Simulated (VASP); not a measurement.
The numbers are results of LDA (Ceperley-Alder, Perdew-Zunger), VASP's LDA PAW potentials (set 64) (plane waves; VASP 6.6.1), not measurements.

A VASP calculation is set up with these files.

### KPOINTS
```
Automatic mesh
0
Gamma
10 10 10
0 0 0
```

### INCAR
```
LASPH=T   # aspherical one-centre terms
PREC=Accurate
IBRION=2   # conjugate gradients
ALGO=Normal   # blocked Davidson
ISIF=3
SIGMA=0.05   # width (eV)
LCHARG=F
LWAVE=F
LREAL=F
PSTRESS=100   # kbar
NELM=100
SYSTEM=BP
ENCUT=620   # plane-wave cut-off (eV)
ISMEAR=0   # Gaussian
EDIFFG=-0.02
NSW=40   # most ionic steps
EDIFF=1E-6   # SCF stop (eV)
```

**POSCAR**
```
BP
1
    0.0000000000     2.2247260399     2.2247260399
    2.2247260399     0.0000000000     2.2247260399
    2.2247260399     2.2247260399     0.0000000000
B P
1 1
Direct
  0.0000000000   0.0000000000   0.0000000000
  0.2500000000   0.2500000000   0.2500000000
```

POTCAR, in this order: B P (LDA.64 set). Program: vasp_std.

The run wrote:

**OSZICAR**
```
       N       E                     dE             d eps       ncg     rms          rms(c)
DAV:   1     0.109868434133E+02    0.10987E+02   -0.45971E+03   752   0.104E+03
DAV:   2    -0.150637743282E+02   -0.26051E+02   -0.24921E+02  1160   0.120E+02
DAV:   3    -0.153606608863E+02   -0.29689E+00   -0.29689E+00   952   0.168E+01
DAV:   4    -0.153611977886E+02   -0.53690E-03   -0.53690E-03  1120   0.732E-01
DAV:   5    -0.153611982294E+02   -0.44078E-06   -0.44078E-06   984   0.169E-02    0.798E+00
DAV:   6    -0.145386068358E+02    0.82259E+00   -0.21371E+00   816   0.817E+00    0.424E+00
DAV:   7    -0.144053730314E+02    0.13323E+00   -0.35775E-01  1128   0.365E+00    0.132E+00
DAV:   8    -0.143919316077E+02    0.13441E-01   -0.37047E-02   856   0.126E+00    0.267E-01
DAV:   9    -0.143919533708E+02   -0.21763E-04   -0.53731E-04  1064   0.219E-01    0.171E-01
DAV:  10    -0.143919453629E+02    0.80079E-05   -0.12594E-04   800   0.800E-02    0.262E-02
DAV:  11    -0.143919477029E+02   -0.23400E-05   -0.49456E-06  1080   0.165E-02    0.378E-02
DAV:  12    -0.143919474583E+02    0.24460E-06   -0.13652E-06   408   0.663E-03
   1 F= -.13017434E+02 E0= -.13017434E+02  d E =-.130174E+02
       N       E                     dE             d eps       ncg     rms          rms(c)
DAV:   1    -0.143473694247E+02    0.44578E-01   -0.75838E-01   832   0.721E+00    0.113E+00
DAV:   2    -0.143290342418E+02    0.18335E-01   -0.36211E-02  1000   0.126E+00    0.612E-01
DAV:   3    -0.143239194861E+02    0.51148E-02   -0.11220E-02   840   0.616E-01    0.166E-01
DAV:   4    -0.143236217296E+02    0.29776E-03   -0.30441E-04   976   0.138E-01    0.133E-01
DAV:   5    -0.143235368599E+02    0.84870E-04   -0.10491E-04   888   0.713E-02    0.554E-02
DAV:   6    -0.143235352930E+02    0.15668E-05   -0.28702E-06   848   0.141E-02    0.913E-03
DAV:   7    -0.143235352582E+02    0.34811E-07   -0.23438E-07   456   0.331E-03
   2 F= -.13016567E+02 E0= -.13016567E+02  d E =0.867132E-03
       N       E                     dE             d eps       ncg     rms          rms(c)
DAV:   1    -0.143732531342E+02   -0.49718E-01   -0.19307E-01   816   0.358E+00    0.558E-01
DAV:   2    -0.143684998349E+02    0.47533E-02   -0.97761E-03  1008   0.652E-01    0.306E-01
DAV:   3    -0.143672009193E+02    0.12989E-02   -0.28187E-03   840   0.308E-01    0.709E-02
DAV:   4    -0.143671154178E+02    0.85502E-04   -0.90987E-05   984   0.735E-02    0.591E-02
DAV:   5    -0.143670954525E+02    0.19965E-04   -0.23903E-05   928   0.341E-02    0.273E-02
DAV:   6    -0.143670950176E+02    0.43489E-06   -0.60727E-07   544   0.659E-03
   3 F= -.13026032E+02 E0= -.13026032E+02  d E =-.859825E-02
```

### OUTCAR
```
------------------------ aborting loop because EDIFF is reached ----------------------------------------
  FORCE on cell =-STRESS in cart. coord.  units (eV):
  Direction    XX          YY          ZZ          XY          YZ          ZX
  --------------------------------------------------------------------------------------
  Total        1.3376604      1.3376604      1.3376604     -0.0000000      0.0000000     -0.0000000
  in kB       99.7462885     99.7462885     99.7462885     -0.0000000      0.0000000     -0.0000000
  external PRESSURE =      -0.2537115 kB  Pullay stress =     100.0000000 kB
  volume of cell :       21.49
      direct lattice vectors                 reciprocal lattice vectors
    -0.000000000  2.206530361  2.206530361    -0.226600100  0.226600100  0.226600100
     2.206530361 -0.000000000  2.206530361     0.226600100 -0.226600100  0.226600100
     2.206530361  2.206530361  0.000000000     0.226600100  0.226600100 -0.226600100
  FREE ENERGIE OF THE ION-ELECTRON SYSTEM (eV)
  ---------------------------------------------------
  free  energy   TOTEN  =       -14.3670950176 eV

  energy  without entropy=      -14.3670950176  energy(sigma->0) =      -14.36709502
  enthalpy is  TOTEN    =       -13.0260321560 eV   P V=        1.3410628616

 reached required accuracy - stopping structural energy minimisation
```
(Selected blocks of OUTCAR.)

### CONTCAR
```
BP
   1.00000000000000
    -0.0000000000000000    2.2065303605582076    2.2065303605582076
     2.2065303605582076   -0.0000000000000000    2.2065303605582076
     2.2065303605582076    2.2065303605582076    0.0000000000000000
  B               P
     1     1
Direct
     0.0000000000000000    0.0000000000000000    0.0000000000000000
     0.2500000000000000    0.2500000000000000    0.2500000000000000
```

Energy and stress use the plane-wave basis of the starting cell.

The compound is BP in the zinc blende structure. This run relaxes it under an external pressure of 10 GPa. Symmetry was kept, so distortions that lower it aren't found.
